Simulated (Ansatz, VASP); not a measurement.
# Ge (Germanium) in two plane-wave programs

Aim: how closely do two programs agree when they are given the same cell, functional and k mesh? The structure shown is the start of the Ansatz relaxation below; VASP solves that cell, so the two are compared at the walk's first step.

Calculated with Ansatz 0.2.0; plane waves, with VASP 6.6.1 beside it; single point at r2SCAN.

**1. The structure**

Symmetry: R-3m, No. 166, trigonal system. Conventional cell: a = 4.132 Å, b = 4.132 Å, c = 9.767 Å, α = 90.00°, β = 90.00°, γ = 120.00°. Nearest to Ge lie 4 Ge at 2.46 to 2.51 Å.

**2. Ansatz: relaxation, r2SCAN**

Ansatz runs on its PAW soft_1 files.

The two programs are compared at the cell with which this relaxation starts, whose forces are those of its first step.

Contents of input.yaml:

```yaml
crystal:
  lattice:
    - [-0.0684338889, 2.8535944777, 2.8535944777]
    - [2.8535944777, -0.0684338889, 2.8535944777]
    - [2.8535944777, 2.8535944777, -0.0684338889]
  atoms:
    - { symbol: Ge, position: [0.4989672287, 0.4989672287, 0.4989672287] }
    - { symbol: Ge, position: [0.7510327713, 0.7510327713, 0.7510327713] }
  conventional_axes: [[-1, 1, 0], [0, -1, 1], [1, 1, 1]]
kpoints:
  mp_grid: { grid: [12, 12, 12], shift: [0.5, 0.5, 0.5] }
hamiltonian:
  xc: r2scan
  pseudopotentials: { kind: paw, azcp: { folder: soft_1 } }
scf:
  occupations: { method: gaussian, width: 0.02 }
output:
  forces: true
  stress: true
  eigenvalues: true
relax:
  adjacent_minimum: "off"
  f_tol: 0.001
  max_steps: 60
  cell: { stress_tol: 0.01, fix: [a, b, angles] }
```

Run with:

```sh
ansatz run input.yaml --threads 4 --pin off --max-ram 10240MiB --backend cpu --events-out ev --progress --plain --runs-dir out
```

Numbers of over 12 decimals in the logs are rounded to 6 here.

What it wrote:

```text
Engine: ansatz 0.2.0, aarch64-unknown-linux-gnu
Pseudopotentials: kind: paw
Pseudopotential: Ge, paw, valence charge 14, recommended cutoff 500 eV (meta_gga), soft_1/Ge.paw.azcp
Functional definition: r2SCAN
  parameter k0 = 0.174
  parameter k1 = 0.065
  parameter a1 = 4.9479
  exchange = r2scan_x(k0 = k0, k1 = k1, a1 = a1)
  correlation = r2scan_c
Crystal: 2 atoms, lattice volume = 48.145 Å³
Basis set: ecut = 500 eV, 1235 PW (Γ), exchange–correlation on 120×120×120 points (64 copies of the dense FFT grid, shifted against one another)
Bands: 18, of which v1, the nominal top of the filled ones, is band 14 counted from 1 (13 counted from 0)
Symmetry: 12 space group operations
Space group: R-3m (ITA 166), of the structure as read, at distance tolerance 3.6e-5 Å
k-points: 182 of 1728
Non-local potential: Ge, projectors of the file, l = 0: 2, l = 1: 2, l = 2: 3, l = 3: 1
PAW form: soft (Blöchl's): semilocal exchange-correlation on the pseudo side does not see the compensation charge
PAW frozen core: Ge, regenerated for the run's functional (the file was generated under x = pbe(κ = 0.804, μ = 0.219515), c = pbe(β = 0.066725))
PAW one-centre angular grid: Ge, 590 points (default); XC on 160 Gauss nodes
Initial density: superposition of atomic densities (chi_scale 0.1, normalization cell)
Initial wavefunctions: pseudopotential atomic-orbital guess
Functional: x = r2scan, c = r2scan; τ floored in thin density (d = 2e-4 eV/Å³)
iter 1 solved again at ethr=1.56e-3 eV; its pass at ethr=3.10e-3 eV (dr2=4.37e-1 eV) is discarded
SCF iter   1: F=—  HF=-8605.728961 eV  |F-HF|=—  |Δ(HF+E_count)|=         —  Δρ=3.49e-2  dr2=4.41e-1  dr2_τ=3.55e-3  ethr=1.56e-3  ⟨swp⟩=1.0  Hψ=19746  notcnv=0
preconditioner: auto → none  [insulator: Δε(μ)=0.127 eV  Ē_g=24.061 eV  σ=0.020 eV  W_gap=0.54  n_scr=14 (ndim 8)  ℏωp=28.3 eV  f_vac=0.000  D(μ)=0.17/eV (n_scr^D=0)  ε∞_Penn≈2.4]
SCF iter   2: F=—  HF=-8605.762657 eV  |F-HF|=—  |Δ(HF+E_count)|=   3.37e-2  Δρ=1.79e-2  dr2=9.50e-2  dr2_τ=6.58e-4  ethr=1.56e-3  ⟨swp⟩=2.1  Hψ=4035  notcnv=0
SCF iter   3: F=—  HF=-8605.790088 eV  |F-HF|=—  |Δ(HF+E_count)|=   2.74e-2  Δρ=2.58e-3  dr2=1.49e-3  dr2_τ=2.83e-5  ethr=3.39e-4  ⟨swp⟩=3.1  Hψ=6570  notcnv=0
SCF iter   4: F=—  HF=-8605.788789 eV  |F-HF|=—  |Δ(HF+E_count)|=   1.30e-3  Δρ=4.58e-4  dr2=4.36e-5  dr2_τ=8.77e-7  ethr=5.31e-6  ⟨swp⟩=2.1  Hψ=6565  notcnv=0
SCF iter   5: F=—  HF=-8605.788801 eV  |F-HF|=—  |Δ(HF+E_count)|=   1.21e-5  Δρ=1.23e-4  dr2=2.94e-6  dr2_τ=7.41e-8  ethr=1.56e-7  ⟨swp⟩=2.0  Hψ=5824  notcnv=0
SCF iter   6: F=-8605.788802 eV  HF=-8605.788802 eV  |F-HF|=8.58e-9  |Δ(HF+E_count)|=   1.32e-6  Δρ=1.12e-5  dr2=3.02e-8  dr2_τ=1.09e-9  ethr=3.57e-10  ⟨swp⟩=3.7  Hψ=14791  notcnv=0
SCF 1 converged in 6 iterations: F = -8605.788802 eV  dr2 = 3.02e-8
  greatest PAW one-centre occupation: 0.998 electrons in one spin orbital (limit 2), on the Ge atom at site 1 (counted from 0), in its partial waves of l = 2
relax step   1: F+E_penalty+E_count = -8605.78880243 eV  Δ(F+E_penalty+E_count) = +0.000e0 eV  max|allowed force component| = 4.265e-2 eV/Å  Δτ_max = 0.0000 Å  P = -3.242 GPa  Ω = 48.145 Å³  fix = [a, b, alpha, beta, gamma]  reactions: a -4.761, b -4.761 GPa  (6 SCF iters, dr2 threshold 1.00e-7 eV, accepted)
[...]
relax step   2: F+E_penalty+E_count = -8605.78926643 eV  Δ(F+E_penalty+E_count) = -4.640e-4 eV  max|allowed force component| = 1.134e-2 eV/Å  Δτ_max = 0.0071 Å  P = -2.977 GPa  Ω = 47.920 Å³  energy of the carried Pulay correction = +3.206e-5 eV  fix = [a, b, alpha, beta, gamma]  reactions: a -4.523, b -4.523 GPa  (4 SCF iters, dr2 threshold 1.14e-7 eV, accepted)
[...]
relax step   3: F+E_penalty+E_count = -8605.78930562 eV  Δ(F+E_penalty+E_count) = -3.918e-5 eV  max|allowed force component| = 2.314e-3 eV/Å  Δτ_max = 0.0017 Å  P = -3.048 GPa  Ω = 47.981 Å³  energy of the carried Pulay correction = +2.332e-5 eV  fix = [a, b, alpha, beta, gamma]  reactions: a -4.575, b -4.575 GPa  (4 SCF iters, dr2 threshold 3.30e-8 eV, accepted)
[...]
relax step   4: F+E_penalty+E_count = -8605.78930640 eV  Δ(F+E_penalty+E_count) = -7.884e-7 eV  max|allowed force component| = 4.369e-4 eV/Å  Δτ_max = 0.0002 Å  P = -3.048 GPa  Ω = 47.981 Å³  energy of the carried Pulay correction = +2.334e-5 eV  fix = [a, b, alpha, beta, gamma]  reactions: a -4.568, b -4.568 GPa  (4 SCF iters, dr2 threshold 3.35e-10 eV, accepted)
[...]
relax step   5: F+E_penalty+E_count = -8605.78928239 eV  Δ(F+E_penalty+E_count) = +2.402e-5 eV  max|allowed force component| = 4.366e-4 eV/Å  Δτ_max = 0.0000 Å  P = -3.049 GPa  Ω = 47.981 Å³  fix = [a, b, alpha, beta, gamma]  reactions: a -4.568, b -4.568 GPa  stress off target by 9.34e-3 GPa on what of the cell is left free  SCF on the basis re-selected at this cell (its energy is not comparable with the rows above)  (4 SCF iters)
basis re-selected at this cell: Δ(F+E_penalty+E_count) = +2.402e-5 eV, ΔP = -0.000 GPa vs the last step (what re-selecting the basis moved, of the pressure what is left beyond the Pulay correction that the steps carried, after the strain that the cell walked since its last selection, with what the two solves' SCF thresholds leave and, on support functions, any second-order correction that the steps lacked; it is no m [...]
SCF converged after 4 iterations
Free energy (F): -8605.789282 eV
Harris-Foulkes:  -8605.789282 eV  (|F-HF|=1.82e-12)
Internal energy: -8605.789244 eV  (E = F + TS)
E sigma→0 (E₀):  -8605.789263 eV
Entropy (-TS):   -0.000038 eV (-0.019 meV/atom)
Fermi energy:    7.513198 eV
--- Per-component energies (eV) ---
  E_band       = -337.223651
  E_kinetic    = 183.458656
  E_local      = -4584.996479  (includes V_loc(G=0)·N_el)
  E_nonlocal   = 435.964028
  E_hartree    = 2180.837519
  E_xc         = -131.064724
  E_vxc        = -135.746871  (∫ρ·V_xc dr)
  E_paw        = -4052.043751  (= ΣΔE_a)
  E_vpaw       = -604.733943  (= ΣTr[D̂ρ^β])
  E_aug_tail   = -0.000010  (compensation charges beyond the density's cutoff)
  E_vtau       = 7.155917  (kinetic-family band-sum trace: ∫τ·v_τ [+ j·A + Jᵃ·Aᵃ] dr)
  E_ewald      = -2635.772962
  E_core_change = -2.171521  (= ΣΔE_core)
  E_smearing   = -0.000038  (= −TS)
  E_closure    = -0.000000  (closes the sum)
  Σ components = -8605.789282   (vs F -8605.789282, Δ=0.00e0)
--- Forces (eV/Å), atoms counted from 1 ---
  atom   1  Ge     0.00043658     0.00043658     0.00043658
  atom   2  Ge    -0.00043658    -0.00043658    -0.00043658
  max |Σ_I F_I| component: 9.22e-18 eV/Å
--- Stress (GPa, compression-positive) ---
       -3.048608       1.519633       1.519633
        1.519633      -3.048608       1.519633
        1.519633       1.519633      -3.048608
  P = ⅓ Tr σ = -3.0486 GPa (-30.486 kbar)
--- Band table (eV; the first three rows and the last of 182) ---
  k-point 0: bands = [... 10 lower, -5.2349, 6.9075, 7.4579, 7.4579, 8.1255, 10.2435, 10.2435, 10.7097]
  k-point 1: bands = [... 10 lower, -5.1226, 5.5927, 7.2419, 7.4009, 8.6448, 10.3542, 10.5848, 11.2572]
  k-point 2: bands = [... 10 lower, -4.8502, 4.0080, 6.8714, 7.1163, 8.7203, 10.7735, 11.1286, 12.3451]
  k-point 181: bands = [... 10 lower, -2.9445, 0.0261, 5.2693, 5.9150, 8.2108, 11.3152, 11.6617, 15.2726]
--- Relaxed structure (4 steps of the walk, 4 accepted, 1 SCFs on fresh bases) ---
  F+E_penalty+E_count = -8605.78928239 eV   max|allowed force component| = 4.366e-4 eV/Å   (the final SCF, on the basis selected at the relaxed cell)
  cell:  # Å, volume = 47.9810 Å³
    - [-0.074841, 2.847187, 2.847187]
    - [2.847187, -0.074841, 2.847187]
    - [2.847187, 2.847187, -0.074841]
  atoms:
    - { symbol: Ge, position: [0.498394, 0.498394, 0.498394] }
    - { symbol: Ge, position: [0.751606, 0.751606, 0.751606] }
```

The column dr2 measures how far the density is from self-consistency, as an energy; F and HF (Harris–Foulkes) agree once it is small.

(Continued in part 2 of 3.)

[Lines on the potential files, build, host, timing and source positions are cut from VASP's logs without a mark.]

[Logs are printed without paths, hosts, clocks, repeated set-up lines and the standing remarks that a program may print on its own settings, such as how far it seeks lower states.]

[Hosts, paths, dates, database ids (printed as entryN), source tags and the programs' standing remarks are cut or masked in the printed files.]
